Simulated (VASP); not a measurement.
Level of theory: PBEsol GGA, VASP's PBE PAW potentials (set 64) (plane waves; VASP). Each cell was relaxed at this level.

Without a dispersion term in the relaxation, distances and binding between the weakly bound layers, chains or molecules are unreliable, and so is what depends on them.

Problem. Which of these has an unstable (imaginary) mode at Γ?
(A) TiOs, Pm-3m (221)
(B) GeSe, Fm-3m (225)
(C) SrAlSi, P-6m2 (187)
(D) SnO, P4/nmm (129)

Solution. B, GeSe, Fm-3m (225). Its optical Γ-point modes are 71i (×3) cm⁻¹.
